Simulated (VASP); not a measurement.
All values below come from r2SCAN meta-GGA, VASP's PBE PAW potentials (set 64) (plane waves; VASP).

A VASP calculation is set up with these files.

KPOINTS:
```
Automatic mesh
0
Gamma
6 6 5
0 0 0
```

### INCAR
```
LASPH = T
LREAL = F   ! projection in real space or not
ALGO = Normal   ! blocked Davidson
LCHARG = F
ISMEAR = -5   ! tetrahedra, Bloechl
NEDOS = 601   ! DOS grid
PREC = Accurate
SYSTEM = Se
ENCUT = 520   ! plane-wave cut-off (eV)
LMIXTAU = T
LWAVE = F
ISIF = 2   ! forces and stress, cell fixed
METAGGA = R2SCAN
EDIFF = 1E-7   ! SCF stop (eV)
LORBIT = 11   ! lm-projected
NELM = 100
LMAXMIX = 4   ! l cut-off of mixed one-centre charges
```

File POSCAR:
```
Se
1
    2.2522194233    -3.9009584557     0.0000000000
    2.2522194233     3.9009584557     0.0000000000
    0.0000000000     0.0000000000     4.9879142447
Se
3
Direct
  0.0000000000   0.2172750145   0.6666670000
  0.7827249855   0.7827249855   0.0000000000
  0.2172750145   0.0000000000   0.3333330000
```

### KPOINTS_OPT
```
k-points along high-symmetry lines
6
Line-mode
Reciprocal
  0.000000   0.000000   0.000000 ! GAMMA
  0.500000   0.000000   0.000000 ! M

  0.500000   0.000000   0.000000 ! M
  0.333333   0.333333   0.000000 ! K

  0.333333   0.333333   0.000000 ! K
  0.000000   0.000000   0.000000 ! GAMMA

  0.000000   0.000000   0.000000 ! GAMMA
  0.000000   0.000000   0.500000 ! A

  0.000000   0.000000   0.500000 ! A
  0.500000   0.000000   0.500000 ! L

  0.500000   0.000000   0.500000 ! L
  0.333333   0.333333   0.500000 ! H

  0.333333   0.333333   0.500000 ! H
  0.000000   0.000000   0.500000 ! A

  0.500000   0.000000   0.500000 ! L
  0.500000   0.000000   0.000000 ! M

  0.333333   0.333333   0.500000 ! H
  0.333333   0.333333   0.000000 ! K
```

POTCAR, in this order: Se (PBE.64 set). Program: vasp_std.

Output of the run:

File OUTCAR:
```
 ion  position               nearest neighbor table
   1  0.000  0.217  0.667-   2 2.37   3 2.37
   2  0.783  0.783  0.000-   1 2.37   3 2.37
   3  0.217  0.000  0.333-   2 2.37   1 2.37
  LATTYP: Found a hexagonal cell.
 ALAT       =     4.5044388334
 C/A-ratio  =     1.1073331061
 Subroutine PRICEL returns:
 Original cell was already a primitive cell.
 Subroutine GETGRP returns: Found  6 space group operations
The static configuration has the point symmetry C_2 .
 The point group associated with its full space group is D_3 .
The dynamic configuration has the point symmetry C_2 .
 Subroutine INISYM returns: Found  6 space group operations
 Subroutine IBZKPT returns following result:
 Found     27 irreducible k-points:

 Following reciprocal coordinates:
            Coordinates               Weight
  0.000000  0.000000  0.000000      1.000000
  0.166667 -0.000000  0.000000      6.000000
  0.333333  0.000000  0.000000      6.000000
  0.500000  0.000000  0.000000      3.000000
  0.166667  0.166667  0.000000      6.000000
  0.333333  0.166667  0.000000     12.000000
  0.333333  0.333333  0.000000      2.000000
  0.000000  0.000000  0.200000      2.000000
  0.166667 -0.000000  0.200000      6.000000
 -0.000000  0.166667  0.200000      6.000000
  0.333333  0.000000  0.200000      6.000000
  0.000000  0.333333  0.200000      6.000000
  0.500000  0.000000  0.200000      6.000000
  0.166667  0.166667  0.200000     12.000000
  0.333333  0.166667  0.200000     12.000000
 -0.166667  0.500000  0.200000     12.000000
  0.333333  0.333333  0.200000      4.000000
  0.000000  0.000000  0.400000      2.000000
  0.166667 -0.000000  0.400000      6.000000
 -0.000000  0.166667  0.400000      6.000000
  0.333333  0.000000  0.400000      6.000000
...
```

### OSZICAR
```
       N       E                     dE             d eps       ncg     rms          rms(c)
DAV:   1     0.585555220919E+02    0.58556E+02   -0.73458E+03   702   0.116E+03
DAV:   2    -0.396662987142E+02   -0.98222E+02   -0.93594E+02   938   0.181E+02
DAV:   3    -0.464329301627E+02   -0.67666E+01   -0.67207E+01   867   0.555E+01
DAV:   4    -0.464938886811E+02   -0.60959E-01   -0.60918E-01   822   0.629E+00
DAV:   5    -0.464944335133E+02   -0.54483E-03   -0.54481E-03   897   0.584E-01    0.696E+00
DAV:   6    -0.438349194767E+02    0.26595E+01   -0.35035E-01   702   0.574E+00    0.488E+00
DAV:   7    -0.413520058250E+02    0.24829E+01   -0.14183E+00   752   0.802E+00    0.179E+00
DAV:   8    -0.425784414000E+02   -0.12264E+01   -0.35189E-01   707   0.504E+00    0.586E-01
DAV:   9    -0.427995263602E+02   -0.22108E+00   -0.20371E-01   702   0.381E+00    0.318E-01
DAV:  10    -0.429240447371E+02   -0.12452E+00   -0.10265E-01   702   0.345E+00    0.117E-01
DAV:  11    -0.429265912283E+02   -0.25465E-02   -0.13898E-03   902   0.391E-01    0.712E-02
DAV:  12    -0.429282197531E+02   -0.16285E-02   -0.10438E-03   717   0.358E-01    0.220E-02
DAV:  13    -0.429281167612E+02    0.10299E-03   -0.39466E-04   702   0.250E-01    0.160E-02
DAV:  14    -0.429283252911E+02   -0.20853E-03   -0.29680E-05   807   0.650E-02    0.119E-02
DAV:  15    -0.429284620373E+02   -0.13675E-03   -0.36272E-05   712   0.658E-02    0.699E-03
DAV:  16    -0.429285134339E+02   -0.51397E-04   -0.37539E-05   702   0.769E-02    0.225E-03
DAV:  17    -0.429285153009E+02   -0.18669E-05   -0.41416E-06   742   0.227E-02    0.103E-03
DAV:  18    -0.429285169275E+02   -0.16266E-05   -0.11857E-06   737   0.132E-02    0.814E-04
DAV:  19    -0.429285170006E+02   -0.73116E-07   -0.22404E-07   601   0.561E-03
   1 F= -.42928517E+02 E0= -.42928517E+02  d E =0.000000E+00
       N       E                     dE             ncg
       N       E                     dE             ncg
```

### OUTCAR
```
------------------------ aborting loop because EDIFF is reached ----------------------------------------
  FORCE on cell =-STRESS in cart. coord.  units (eV):
  Direction    XX          YY          ZZ          XY          YZ          ZX
  --------------------------------------------------------------------------------------
  Total       -0.0001467     -0.0001467      0.0064749      0.0000000     -0.0000000      0.0000000
  in kB       -0.0026817     -0.0026817      0.1183619      0.0000000     -0.0000000      0.0000000
  external PRESSURE =       0.0376661 kB  Pullay stress =       0.0000000 kB
  volume of cell :       87.65
      direct lattice vectors                 reciprocal lattice vectors
     2.252219423 -3.900958456  0.000000000     0.222003236 -0.128173629  0.000000000
     2.252219423  3.900958456  0.000000000     0.222003236  0.128173629  0.000000000
     0.000000000  0.000000000  4.987914245     0.000000000  0.000000000  0.200484602
 POSITION                                       TOTAL-FORCE (eV/Angst)
 -----------------------------------------------------------------------------------
      0.48935      0.84758      3.32528        -0.000690     -0.001195      0.000000
      3.52574      0.00000      0.00000         0.001380      0.000000      0.000000
      0.48935     -0.84758      1.66264        -0.000690      0.001195     -0.000000
 -----------------------------------------------------------------------------------
    total drift:                               -0.000197     -0.000447      0.000006
  FREE ENERGIE OF THE ION-ELECTRON SYSTEM (eV)
  ---------------------------------------------------
  free  energy   TOTEN  =       -42.9285170006 eV

  energy  without entropy=      -42.9285170006  energy(sigma->0) =      -42.92851700

 total charge

# of ion       s       p       d       tot
------------------------------------------
    1        1.509   2.213   0.056   3.778
    2        1.509   2.213   0.056   3.778
    3        1.509   2.213   0.056   3.778
--------------------------------------------------
tot          4.526   6.638   0.169  11.334
```
(Selected blocks of OUTCAR.)

The compound is Se in the trig structure. It was relaxed first, which changed the volume by +7 %.
